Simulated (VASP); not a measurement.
All values below come from LDA (Ceperley-Alder, Perdew-Zunger), VASP's LDA PAW potentials (set 64) (plane waves; VASP 6.6.1).

A VASP calculation is set up with these files.

### INCAR
```
ALGO = Normal
EDIFF = 1E-6
EDIFFG = -0.02
ENCUT = 620
IBRION = 2
ISIF = 3
ISMEAR = 1
LASPH = .True.
LCHARG = .False.
LMAXMIX = 6
LREAL = .False.
LWAVE = .False.
NELM = 100
NSW = 40
PREC = Accurate
PSTRESS = 200
SIGMA = 0.1
SYSTEM = LaB6
```

**POSCAR**
```
LaB6
1
    3.9775226538     0.0000000000     0.0000000000
   -0.0000000000     3.9775226538    -0.0000000000
   -0.0000000000    -0.0000000000     3.9775226538
La B
1 6
Direct
  0.0000000000   1.0000000000   1.0000000000
  0.8011947248   0.5000000000   0.5000000000
  0.5000000000   0.1988052752   0.5000000000
  0.5000000000   0.8011947248   0.5000000000
  0.1988052752   0.5000000000   0.5000000000
  0.5000000000   0.5000000000   0.8011947248
  0.5000000000   0.5000000000   0.1988052752
```

KPOINTS:
```
Automatic mesh
0
Gamma
8 8 8
0 0 0
```

POTCAR, in this order: La B (LDA.64 set). Program: vasp_std.

The run wrote:

File OSZICAR:
```
       N       E                     dE             d eps       ncg     rms          rms(c)
DAV:   1     0.249192326182E+03    0.24919E+03   -0.12882E+04  1268   0.248E+03
DAV:   2    -0.369183609162E-01   -0.24923E+03   -0.23857E+03  1540   0.362E+02
DAV:   3    -0.570857376498E+02   -0.57049E+02   -0.51610E+02  1982   0.185E+02
DAV:   4    -0.600714330592E+02   -0.29857E+01   -0.29667E+01  2166   0.505E+01
DAV:   5    -0.601614260682E+02   -0.89993E-01   -0.89638E-01  2000   0.671E+00    0.100E+01
DAV:   6    -0.545119470798E+02    0.56495E+01   -0.14726E+01  1818   0.262E+01    0.483E+00
DAV:   7    -0.541206578538E+02    0.39129E+00   -0.59412E+00  2150   0.160E+01    0.199E+00
DAV:   8    -0.541709844020E+02   -0.50327E-01   -0.24859E+00  2116   0.174E+01    0.142E+00
DAV:   9    -0.540711047099E+02    0.99880E-01   -0.28935E-01  2084   0.482E+00    0.656E-01
DAV:  10    -0.540511462772E+02    0.19958E-01   -0.12417E-01  2146   0.345E+00    0.127E-01
DAV:  11    -0.540522356947E+02   -0.10894E-02   -0.21181E-02  2134   0.136E+00    0.141E-01
DAV:  12    -0.540515940488E+02    0.64165E-03   -0.32205E-03  2120   0.661E-01    0.649E-02
DAV:  13    -0.540514757105E+02    0.11834E-03   -0.11780E-03  2088   0.284E-01    0.115E-02
DAV:  14    -0.540514738833E+02    0.18272E-05   -0.61149E-05  1996   0.651E-02    0.281E-03
DAV:  15    -0.540514743550E+02   -0.47169E-06   -0.45782E-06  2104   0.188E-02
   1 F= -.46196272E+02 E0= -.46196406E+02  d E =-.461963E+02
```

**OUTCAR**
```
------------------------ aborting loop because EDIFF is reached ----------------------------------------
  FORCE on cell =-STRESS in cart. coord.  units (eV):
  Direction    XX          YY          ZZ          XY          YZ          ZX
  --------------------------------------------------------------------------------------
  Total        7.9001980      7.9001980      7.9001980      0.0000000      0.0000000     -0.0000000
  in kB      201.1456175    201.1456175    201.1456175      0.0000000      0.0000000     -0.0000000
  external PRESSURE =       1.1456175 kB  Pullay stress =     200.0000000 kB
  volume of cell :       62.93
      direct lattice vectors                 reciprocal lattice vectors
     3.977522654  0.000000000  0.000000000     0.251412773  0.000000000  0.000000000
     0.000000000  3.977522654  0.000000000     0.000000000  0.251412773  0.000000000
     0.000000000  0.000000000  3.977522654     0.000000000  0.000000000  0.251412773
 POSITION                                       TOTAL-FORCE (eV/Angst)
 -----------------------------------------------------------------------------------
      0.00000      0.00000      0.00000        -0.000000     -0.000000      0.000000
      3.18677      1.98876      1.98876         0.000805     -0.000000      0.000000
      1.98876      0.79075      1.98876         0.000000     -0.000805     -0.000000
      1.98876      3.18677      1.98876        -0.000000      0.000805      0.000000
      0.79075      1.98876      1.98876        -0.000805      0.000000     -0.000000
      1.98876      1.98876      3.18677        -0.000000     -0.000000      0.000805
      1.98876      1.98876      0.79075         0.000000      0.000000     -0.000805
 -----------------------------------------------------------------------------------
    total drift:                                0.000000     -0.000000     -0.000000
  FREE ENERGIE OF THE ION-ELECTRON SYSTEM (eV)
  ---------------------------------------------------
  free  energy   TOTEN  =       -54.0514743550 eV

  energy  without entropy=      -54.0518768126  energy(sigma->0) =      -54.05160851
  enthalpy is  TOTEN    =       -46.1962716104 eV   P V=        7.8552027445

 reached required accuracy - stopping structural energy minimisation
```
(Selected blocks of OUTCAR.)

OUTCAR:
```
 val. band max:        9.5446153785   @ k =   0.3750   0.2500   0.1250

 cond. band min:       9.6889017393   @ k =   0.2500   0.2500   0.0000


 Fermi energy:         9.6676254249

 k-point     1 :       0.0000    0.0000    0.0000
  band No.  band energies     occupation
      1     -22.6749      2.00000
      2      -6.5607      2.00000
      3      -6.5607      2.00000
      4      -6.5607      2.00000
      5      -6.3645      2.00000
      6       1.3695      2.00000
      7       2.1609      2.00000
      8       2.1609      2.00000
      9       2.1609      2.00000
     10       2.6572      2.00000
     11       2.6572      2.00000
     12       7.8408      2.00000
     13       7.8408      2.00000
     14       7.8408      2.00000
     15       9.9569     -0.00034
     16       9.9569     -0.00034
     17       9.9569     -0.00034
     18      11.5966     -0.00000

 k-point     2 :       0.1250    0.0000    0.0000
  band No.  band energies     occupation
      1     -22.6679      2.00000
      2      -7.0191      2.00000
      3      -6.5390      2.00000
      4      -6.5390      2.00000
      5      -5.9254      2.00000
      6       0.7151      2.00000
      7       2.1247      2.00000
      8       2.1247      2.00000
      9       2.1624      2.00000
     10       2.7337      2.00000
     11       3.5762      2.00000
     12       7.3708      2.00000
     13       7.3708      2.00000
     14       7.8953      2.00000
     15       9.2178      2.00000
     16      10.5295     -0.00000
     17      10.5295     -0.00000
     18      11.6304     -0.00000

 k-point     3 :       0.2500    0.0000    0.0000
  band No.  band energies     occupation
      1     -22.6511      2.00000
      2      -7.5064      2.00000
      3      -6.4854      2.00000
      4      -6.4854      2.00000
      5      -5.4616      2.00000
      6      -0.2255      2.00000
      7       2.0255      2.00000
      8       2.0255      2.00000
      9       2.4862      2.00000
...
```

The compound is LaB6 in the cab6 structure. It was relaxed first under an external pressure of 20 GPa. The electron count is odd and the run is not spin-polarised, which forces a metal.
